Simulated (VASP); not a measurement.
## 2 units of BaHfO3 (001), HfO2 faces on Al(100): relaxation and electronic structure

How does 2 units of BaHfO3 (001), HfO2 faces on Al(100) behave as a surface?

Calculated with VASP 6.6.1; PBEsol; plane waves and PAW (Al, Hf, O, Ba_sv).

### Step 1. Set-up

The cell holds 21 atoms: 8 Al, 3 Hf, 8 O and 2 Ba. Cell: a = 4.170 Å, b = 4.170 Å, c = 34.275 Å, α = 90.0°, β = 90.0°, γ = 90.0°. Vacuum lies along c.

### Step 2. Surface relaxation

All atoms relax at the fixed cell.

Contents of INCAR:

```
SYSTEM = Ba2Hf3Al8O8
PREC = Normal
ENCUT = 400
EDIFF = 1E-05
NELM = 120
ISMEAR = -1
SIGMA = 0.1
LREAL = Auto
ALGO = Fast
GGA = PS
NBANDS = 73
LORBIT = 11
LWAVE = .FALSE.
LCHARG = .FALSE.
KPAR = 4
IBRION = 2
NSW = 40
ISIF = 2
EDIFFG = -0.03
POTIM = 0.4
MAXMIX = 40
IDIPOL = 3
LDIPOL = .TRUE.
DIPOL = 0.5 0.5 0.514
```

Contents of POSCAR:

```
Ba2Hf3Al8O8
1.0
    4.1700000000      0.0000000000      0.0000000000
    0.0000000000      4.1700000000      0.0000000000
    0.0000000000      0.0000000000     34.2747367139
Al Hf O Ba
8 3 8 2
Direct
    0.0000000000      0.5000000000      0.2625840740
    0.5000000000      0.0000000000      0.2625840740
    0.0000000000      0.0000000000      0.3203013830
    0.5000000000      0.5000000000      0.3203013830
    0.0000000000      0.5000000000      0.3780186920
    0.5000000000      0.0000000000      0.3780186920
    0.0000000000      0.0000000000      0.4357360011
    0.5000000000      0.5000000000      0.4357360011
    0.5000000000      0.0000000000      0.4940880175
    0.5000000000      0.0000000000      0.6157519718
    0.5000000000      0.0000000000      0.7374159260
    0.0000000000      0.0000000000      0.4940880175
    0.5000000000      0.5000000000      0.4940880175
    0.5000000000      0.0000000000      0.5549199946
    0.0000000000      0.0000000000      0.6157519718
    0.5000000000      0.5000000000      0.6157519718
    0.5000000000      0.0000000000      0.6765839489
    0.0000000000      0.0000000000      0.7374159260
    0.5000000000      0.5000000000      0.7374159260
    0.0000000000      0.5000000000      0.5549199946
    0.0000000000      0.5000000000      0.6765839489
```

Contents of KPOINTS:

```
Automatic mesh
0
Gamma
8 8 1
0 0 0
```

The projector-augmented-wave data sets are Al, Hf, O and Ba_sv (PBE family, release 64).

Launch:

```sh
> mpirun -np 4 vasp_std
```

The log of the run:

```text
[banner, memory and clock lines left out]
running    4 mpi-ranks, on    1 nodes
 distrk:  each k-point on    1 cores,    4 groups
 distr:  one band on    1 cores,    1 groups

 POSCAR found type information on POSCAR AlHfO Ba
 POSCAR found :  4 types and      21 ions
|                                                                             |
|               ----> ADVICE to this user running VASP <----                  |
|                                                                             |
|     You enforced a specific xc type in the INCAR file but a different       |
|     [... a line on the potential file left out ...]
|     I HOPE YOU KNOW WHAT YOU ARE DOING!                                     |
|                                                                             |

 LDA part: xc-table for (Slater+PW92), standard interpolation
 POSCAR, INCAR and KPOINTS ok, starting setup
 FFT: planning ... GRIDC
 FFT: planning ... GRID_SOFT
 FFT: planning ... GRID
 WAVECAR not read
 entering main loop
       N       E                     dE             d eps       ncg     rms          rms(c)
DAV:   1     0.666392281684E+03    0.66639E+03   -0.38110E+04  2270   0.957E+02
DAV:   2    -0.668160305067E+02   -0.73321E+03   -0.69879E+03  2900   0.245E+02
DAV:   3    -0.166744756217E+03   -0.99929E+02   -0.98906E+02  2860   0.970E+01
DAV:   4    -0.170363888469E+03   -0.36191E+01   -0.35977E+01  3012   0.182E+01
DAV:   5    -0.170527054279E+03   -0.16317E+00   -0.16299E+00  3404   0.316E+00    0.448E+01
RMM:   6    -0.154931180263E+03    0.15596E+02   -0.81897E+01  2283   0.225E+01    0.251E+01
RMM:   7    -0.242806225397E+03   -0.87875E+02   -0.33018E+01  2523   0.999E+00    0.228E+01
RMM:   8    -0.281867877905E+03   -0.39062E+02   -0.87662E+01  2836   0.124E+01    0.548E+01
RMM:   9    -0.163068546964E+03    0.11880E+03   -0.15804E+01  2291   0.859E+00    0.205E+01
RMM:  10    -0.158498668912E+03    0.45699E+01   -0.17520E+01  2430   0.889E+00    0.136E+01
RMM:  11    -0.153699369674E+03    0.47993E+01   -0.28858E+00  2261   0.430E+00    0.843E+00
RMM:  12    -0.152463786918E+03    0.12356E+01   -0.16400E+00  2354   0.295E+00    0.558E+00
RMM:  13    -0.151995881934E+03    0.46790E+00   -0.91406E-01  2491   0.197E+00    0.397E+00
RMM:  14    -0.151848073229E+03    0.14781E+00   -0.18869E-01  2864   0.834E-01    0.351E+00
RMM:  15    -0.151356268866E+03    0.49180E+00   -0.47831E-01  2573   0.137E+00    0.228E+00
RMM:  16    -0.151191535888E+03    0.16473E+00   -0.46942E-01  2652   0.138E+00    0.695E-01
RMM:  17    -0.151172055389E+03    0.19480E-01   -0.64989E-02  2913   0.528E-01    0.439E-01
RMM:  18    -0.151146805068E+03    0.25250E-01   -0.59972E-02  2612   0.489E-01    0.192E-01
RMM:  19    -0.151139357351E+03    0.74477E-02   -0.25117E-02  2852   0.302E-01    0.201E-01
RMM:  20    -0.151135899985E+03    0.34574E-02   -0.63074E-03  3007   0.160E-01    0.172E-01
RMM:  21    -0.151131624502E+03    0.42755E-02   -0.40297E-03  2860   0.133E-01    0.139E-01
RMM:  22    -0.151129069209E+03    0.25553E-02   -0.25245E-03  2803   0.104E-01    0.113E-01
RMM:  23    -0.151125940166E+03    0.31290E-02   -0.28556E-03  2875   0.959E-02    0.974E-02
RMM:  24    -0.151123379420E+03    0.25607E-02   -0.32620E-03  2966   0.983E-02    0.514E-02
RMM:  25    -0.151122299476E+03    0.10799E-02   -0.16664E-03  2908   0.716E-02    0.380E-02
RMM:  26    -0.151121881740E+03    0.41774E-03   -0.10545E-03  2916   0.592E-02    0.125E-02
RMM:  27    -0.151121938965E+03   -0.57225E-04   -0.24120E-04  2649   0.310E-02    0.113E-02
RMM:  28    -0.151121902821E+03    0.36143E-04   -0.14527E-04  2405   0.209E-02    0.783E-03
RMM:  29    -0.151121930698E+03   -0.27877E-04   -0.63585E-05  2017   0.144E-02    0.557E-03
RMM:  30    -0.151121947062E+03   -0.16363E-04   -0.35411E-05  1738   0.103E-02    0.399E-03
RMM:  31    -0.151121952537E+03   -0.54758E-05   -0.19441E-05  1524   0.784E-03
   1 F= -.15112195E+03 E0= -.15104494E+03  d E =-.151122E+03
 curvature:   0.00 expect dE= 0.000E+00 dE for cont linesearch  0.000E+00
 trial: gam= 0.00000 g(F)=  0.278E+00 g(S)=  0.000E+00 ort = 0.000E+00 (trialstep = 0.100E+01)
 search vector abs. value=  0.278E+00
 bond charge predicted
       N       E                     dE             d eps       ncg     rms          rms(c)
DAV:   1    -0.151239693582E+03   -0.11775E+00   -0.20717E+01  2336   0.135E+01    0.335E+00
RMM:   2    -0.152406180033E+03   -0.11665E+01   -0.32461E+00  2257   0.411E+00    0.405E+00
RMM:   3    -0.158718223100E+03   -0.63120E+01   -0.31676E+00  2357   0.364E+00    0.196E+01
RMM:   4    -0.154042509541E+03    0.46757E+01   -0.87454E-01  2524   0.211E+00    0.815E+00
RMM:   5    -0.153509448838E+03    0.53306E+00   -0.33036E-01  2663   0.122E+00    0.524E+00
RMM:   6    -0.151736763120E+03    0.17727E+01   -0.14253E+00  2586   0.242E+00    0.350E+00
RMM:   7    -0.151453362618E+03    0.28340E+00   -0.56407E-01  2482   0.160E+00    0.192E+00
RMM:   8    -0.151304618131E+03    0.14874E+00   -0.22790E-01  2516   0.100E+00    0.112E+00
RMM:   9    -0.151273892633E+03    0.30725E-01   -0.11021E-01  2771   0.651E-01    0.646E-01
RMM:  10    -0.151246255842E+03    0.27637E-01   -0.44361E-02  2762   0.421E-01    0.386E-01
RMM:  11    -0.151242187365E+03    0.40685E-02   -0.24114E-02  2872   0.302E-01    0.205E-01
RMM:  12    -0.151237131739E+03    0.50556E-02   -0.10562E-02  2843   0.205E-01    0.140E-01
RMM:  13    -0.151236973538E+03    0.15820E-03   -0.39949E-03  2986   0.126E-01    0.917E-02
RMM:  14    -0.151236567705E+03    0.40583E-03   -0.15064E-03  2896   0.756E-02    0.769E-02
RMM:  15    -0.151236605229E+03   -0.37524E-04   -0.60638E-04  2815   0.513E-02    0.588E-02
RMM:  16    -0.151237415464E+03   -0.81024E-03   -0.70636E-04  2662   0.551E-02    0.549E-02
RMM:  17    -0.151237135273E+03    0.28019E-03   -0.14477E-04  2382   0.277E-02    0.496E-02
RMM:  18    -0.151236785555E+03    0.34972E-03   -0.23675E-04  2484   0.277E-02    0.317E-02
RMM:  19    -0.151236547371E+03    0.23818E-03   -0.26720E-04  2588   0.276E-02    0.209E-02
RMM:  20    -0.151236495967E+03    0.51404E-04   -0.81810E-05  2150   0.154E-02    0.180E-02
RMM:  21    -0.151236401435E+03    0.94533E-04   -0.13571E-04  2495   0.196E-02    0.117E-02
RMM:  22    -0.151236392756E+03    0.86793E-05   -0.43065E-05  1764   0.115E-02
   2 F= -.15123639E+03 E0= -.15115937E+03  d E =-.114440E+00
[... from here on, the cycles between the ionic steps are left out ...]
   3 F= -.15124307E+03 E0= -.15116605E+03  d E =-.121119E+00
   4 F= -.15128774E+03 E0= -.15121083E+03  d E =-.446686E-01
   5 F= -.15130243E+03 E0= -.15122559E+03  d E =-.593569E-01
   6 F= -.15131360E+03 E0= -.15123725E+03  d E =-.111718E-01
   7 F= -.15131372E+03 E0= -.15123742E+03  d E =-.112960E-01
   8 F= -.15131871E+03 E0= -.15124295E+03  d E =-.498366E-02
   9 F= -.15131889E+03 E0= -.15124324E+03  d E =-.516416E-02
  10 F= -.15132119E+03 E0= -.15124608E+03  d E =-.230551E-02
  11 F= -.15132228E+03 E0= -.15124784E+03  d E =-.339661E-02
  12 F= -.15132320E+03 E0= -.15124901E+03  d E =-.911698E-03
  13 F= -.15132479E+03 E0= -.15125134E+03  d E =-.250382E-02
  14 F= -.15132494E+03 E0= -.15125178E+03  d E =-.265619E-02
  15 F= -.15132569E+03 E0= -.15125263E+03  d E =-.753320E-03
  16 F= -.15132615E+03 E0= -.15125329E+03  d E =-.120476E-02
  17 F= -.15132617E+03 E0= -.15125329E+03  d E =-.123283E-02
  18 F= -.15132656E+03 E0= -.15125373E+03  d E =-.388432E-03
  19 F= -.15132686E+03 E0= -.15125412E+03  d E =-.684779E-03
[...]
WARNING in EDDRMM: call to ZHEGV failed, returncode =   6  3     42
  20 F= -.15132714E+03 E0= -.15125452E+03  d E =-.284684E-03
  21 F= -.15132728E+03 E0= -.15125482E+03  d E =-.419801E-03
  22 F= -.15132748E+03 E0= -.15125517E+03  d E =-.202511E-03
  23 F= -.15132783E+03 E0= -.15125595E+03  d E =-.552724E-03
  24 F= -.15132802E+03 E0= -.15125625E+03  d E =-.187352E-03
  25 F= -.15132803E+03 E0= -.15125627E+03  d E =-.201919E-03
  26 F= -.15132820E+03 E0= -.15125654E+03  d E =-.164131E-03
  27 F= -.15132843E+03 E0= -.15125709E+03  d E =-.401290E-03
  28 F= -.15132861E+03 E0= -.15125740E+03  d E =-.171521E-03
  29 F= -.15132863E+03 E0= -.15125760E+03  d E =-.193147E-03
 curvature:  -1.36 expect dE=-0.580E-03 dE for cont linesearch -0.516E-04
 ZBRENT: interpolating
 opt :   1.0550  next Energy=  -151.328656 (dE=-0.222E-03)
 bond charge predicted
       N       E                     dE             d eps       ncg     rms          rms(c)
DAV:   1    -0.151328661055E+03   -0.42903E-04   -0.41899E-03  2398   0.212E-01    0.329E-02
RMM:   2    -0.151328663745E+03   -0.26907E-05   -0.10787E-04  2056   0.320E-02    0.766E-03
RMM:   3    -0.151328664080E+03   -0.33402E-06   -0.11245E-05  1358   0.995E-03
  30 F= -.15132866E+03 E0= -.15125756E+03  d E =-.229708E-03
 curvature:  -0.76 expect dE=-0.781E-04 dE for cont linesearch -0.289E-05
 trial: gam= 0.35356 g(F)=  0.103E-03 g(S)=  0.000E+00 ort = 0.525E-04 (trialstep = 0.698E+00)
 search vector abs. value=  0.231E-03
 reached required accuracy - stopping structural energy minimisation
```

Run time: 13 min. Hardware: 4 MPI ranks of Intel Xeon 6975P-C (Granite Rapids), shared host; peak memory 1.9 GiB.

The logs omit lines about the potential files and the build; timing stands in the text.

OUTCAR, selected parts (step 2):

```text
ion  position               nearest neighbor table
   1  0.000  0.500  0.263-   3 2.87   4 2.87   3 2.87   4 2.87   2 2.95   2 2.95   2 2.95   2 2.95

  LATTYP: Found a simple tetragonal cell.
 ALAT       =     4.1700000000
 C/A-ratio  =     8.2193613223

 Subroutine GETGRP returns: Found  8 space group operations
 (whereof  4 operations were pure point group operations)

The static configuration has the point symmetry C_2v.
 The point group associated with its full space group is C_4v.

 Found     15 irreducible k-points:

   k-points           NKPTS =     15   k-points in BZ     NKDIM =     15   number of bands    NBANDS=     73

   dimension x,y,z NGX =    20 NGY =   20 NGZ =  168
   dimension x,y,z NGXF=    40 NGYF=   40 NGZF=  336

   ENCUT  =  400.0 eV  29.40 Ry    5.42 a.u.   6.80  6.80 55.89*2*pi/ulx,y,z

   NELECT =     104.0000    total number of electrons

 k-points in reciprocal lattice and weights: Automatic mesh
   0.00000000  0.00000000  0.00000000       0.016
   0.12500000  0.00000000  0.00000000       0.062
   0.25000000  0.00000000  0.00000000       0.062
   0.37500000  0.00000000  0.00000000       0.062
   0.50000000  0.00000000  0.00000000       0.031
   0.12500000  0.12500000  0.00000000       0.062
   0.25000000  0.12500000  0.00000000       0.125
   0.37500000  0.12500000  0.00000000       0.125
   0.50000000  0.12500000  0.00000000       0.062
[...]
0.50000000  0.37500000  0.00000000       0.062
   0.50000000  0.50000000  0.00000000       0.016

 dipolmoment           0.000000      0.000000     -0.181279 electrons x Angstroem

 average (electrostatic) potential at core
       1 -78.5349       2 -78.6452       3 -78.5893       4 -78.5893       5 -78.6542
       6 -78.6725       7 -78.5991       8 -78.5991       9 -39.9221      10 -40.1341
      11 -40.3123      12 -74.8827      13 -74.8827      14 -74.5725      15 -74.2501
      16 -74.2501      17 -74.8460      18 -73.7957      19 -73.7957      20 -38.2809
      21 -37.9650

 E-fermi :   1.7816

 k-point     1 :       0.0000    0.0000    0.0000
  band No.  band energies     occupation
    ...
     50       0.3974      2.00000
     51       0.9461      1.99953
     52       1.6244      1.65602
     53       1.6882      1.43562
     54       1.6882      1.43562
     55       1.9255      0.38327
     56       2.3649      0.00584
     57       2.6478      0.00035
     58       2.7705      0.00010
     59       2.7705      0.00010
    ...

 k-point     2 :       0.1250    0.0000    0.0000
  band No.  band energies     occupation
    ...
     49       0.4573      2.00000
     50       0.9482      1.99952
     51       1.1285      1.99709
     52       1.7712      1.05176
     53       1.8613      0.62129
     54       1.9793      0.24321
     55       2.4875      0.00172
     56       2.7271      0.00016
     57       2.8270      0.00006
     58       2.9857      0.00001
    ...

 k-point     3 :       0.2500    0.0000    0.0000
  band No.  band energies     occupation
    ...
     47      -0.3427      2.00000
     48      -0.2728      2.00000
     49       0.7266      1.99995
     50       0.8562      1.99981
     51       1.4066      1.95405
     52       1.9970      0.20786
     53       2.1132      0.07005
     54       2.4330      0.00296
     55       2.9829      0.00001
     56       3.4073      0.00000
    ...

  Total      -13.2748134    -13.2748134     -4.2472293      0.0000000      0.0000000      0.0000000
  in kB      -35.6855809    -35.6855809    -11.4174746      0.0000000      0.0000000      0.0000000
  external PRESSURE =     -27.5962121 kB  Pullay stress =       0.0000000 kB

  energy-cutoff  :      400.00
  volume of cell :      596.00
      direct lattice vectors                 reciprocal lattice vectors
     4.170000000  0.000000000  0.000000000     0.239808153  0.000000000  0.000000000
     0.000000000  4.170000000  0.000000000     0.000000000  0.239808153  0.000000000
     0.000000000  0.000000000 34.274736714     0.000000000  0.000000000  0.029176008

 POSITION                                       TOTAL-FORCE (eV/Angst)
 -----------------------------------------------------------------------------------
      0.00000      2.08500      8.93165         0.000000      0.000000     -0.009829
      2.08500      0.00000      8.97549         0.000000      0.000000     -0.019833
      0.00000      0.00000     10.95375         0.000000      0.000000     -0.006847
      2.08500      2.08500     10.95375         0.000000      0.000000     -0.006847
      0.00000      2.08500     12.96106         0.000000      0.000000     -0.000946
      2.08500      0.00000     12.92530         0.000000      0.000000     -0.005745
      0.00000      0.00000     14.96431         0.000000      0.000000     -0.003416
      2.08500      2.08500     14.96431         0.000000      0.000000     -0.003416
      2.08500      0.00000     16.98774         0.000000      0.000000     -0.005636
      2.08500      0.00000     21.10307         0.000000      0.000000     -0.009957
      2.08500      0.00000     25.15599         0.000000      0.000000      0.015284
      0.00000      0.00000     16.99610         0.000000      0.000000     -0.004252
      2.08500      2.08500     16.99610         0.000000      0.000000     -0.004252
      2.08500      0.00000     19.04856         0.000000      0.000000      0.014575
      0.00000      0.00000     21.10839         0.000000      0.000000      0.013060
      2.08500      2.08500     21.10839         0.000000      0.000000      0.013060
      2.08500      0.00000     23.20066         0.000000      0.000000     -0.021987
      0.00000      0.00000     25.20962         0.000000      0.000000      0.010839
      2.08500      2.08500     25.20962         0.000000      0.000000      0.010839
      0.00000      2.08500     19.05592         0.000000      0.000000      0.009293
      0.00000      2.08500     23.29073         0.000000      0.000000      0.016013
 -----------------------------------------------------------------------------------
    total drift:                               -0.000000      0.000000      0.004103

  FREE ENERGIE OF THE ION-ELECTRON SYSTEM (eV)
  ---------------------------------------------------
  free  energy   TOTEN  =      -151.3286640795 eV

  energy  without entropy=     -151.1864501918  energy(sigma->0) =     -151.25755714

 reached required accuracy - stopping structural energy minimisation

 vacuum level on the upper side and lower side of the slab         4.100         5.968

 total charge
# of ion       s       p       d       tot
------------------------------------------
    1        0.474   0.276   0.000   0.750
    2        0.473   0.274   0.000   0.748
    3        0.434   0.320   0.000   0.754
    4        0.434   0.320   0.000   0.754
    5        0.440   0.310   0.000   0.750
    6        0.452   0.297   0.000   0.749
    7        0.418   0.340   0.000   0.759
    8        0.418   0.340   0.000   0.759
    9        0.524   0.833   2.310   3.667
   10        0.527   0.886   2.232   3.645
   11        0.521   0.783   2.230   3.534
   12        1.586   3.495   0.000   5.081
   13        1.586   3.495   0.000   5.081
   14        1.581   3.488   0.000   5.069
   15        1.579   3.483   0.000   5.061
   16        1.579   3.483   0.000   5.061
   17        1.581   3.503   0.000   5.084
   18        1.580   3.465   0.000   5.045
   19        1.580   3.465   0.000   5.045
   20        1.998   5.619   0.287   7.903
   21        1.999   5.619   0.303   7.921
--------------------------------------------------
tot         21.764  44.094   7.363  73.220

[... 3 further parts left out ...]
```

CONTCAR:

```
Ba2Hf3Al8O8
   1.00000000000000
     4.1699999999999999    0.0000000000000000    0.0000000000000000
     0.0000000000000000    4.1699999999999999    0.0000000000000000
     0.0000000000000000    0.0000000000000000   34.2747367138999977
  Al              Hf              O               Ba
     8     3     8     2
Direct
     0.0000000000000000    0.5000000000000000    0.2605899480494936
     0.5000000000000000    0.0000000000000000    0.2618688757122928
     0.0000000000000000    0.0000000000000000    0.3195867392714216
     0.5000000000000000    0.5000000000000000    0.3195867392714216
     0.0000000000000000    0.5000000000000000    0.3781519969640175
     0.5000000000000000    0.0000000000000000    0.3771087026862979
     0.0000000000000000    0.0000000000000000    0.4365988888130897
     0.5000000000000000    0.5000000000000000    0.4365988888130897
     0.5000000000000000    0.0000000000000000    0.4956344470955638
     0.5000000000000000    0.0000000000000000    0.6157033143202817
     0.5000000000000000    0.0000000000000000    0.7339512752209232
     0.0000000000000000    0.0000000000000000    0.4958784866861166
     0.5000000000000000    0.5000000000000000    0.4958784866861166
     0.5000000000000000    0.0000000000000000    0.5557610500567713
     0.0000000000000000    0.0000000000000000    0.6158585351864322
     0.5000000000000000    0.5000000000000000    0.6158585351864322
     0.5000000000000000    0.0000000000000000    0.6769027809191885
     0.0000000000000000    0.0000000000000000    0.7355159417865140
     0.5000000000000000    0.5000000000000000    0.7355159417865140
     0.0000000000000000    0.5000000000000000    0.5559758041847315
     0.0000000000000000    0.5000000000000000    0.6795305544032777
```

Harder data sets than Ba_sv exist (the GW ones), and pressures, volumes and forces can shift noticeably with them. The PAW data sets were made with PBE, which is usual practice but a small mismatch for other functionals. The data set Hf keeps the semicore shell frozen, which is cheaper and a little less accurate. The run keeps the 8 symmetry operations of its start, so it cannot find a distortion of lower symmetry.

[end of part 1 of 4]

[Lines on the potential files, build, host, timing and source positions are cut from VASP's logs without a mark.]

[Logs are printed without paths, hosts, clocks, repeated set-up lines and the standing remarks that a program may print on its own settings, such as how far it seeks lower states.]

[Hosts, paths, dates, database ids (printed as entryN), source tags and the programs' standing remarks are cut or masked in the printed files.]

[In band tables of VASP the shares of atoms and orbitals are scaled to a sum of 1 inside the atoms' spheres.]

[Runs that stopped without an error message from VASP are left out.]
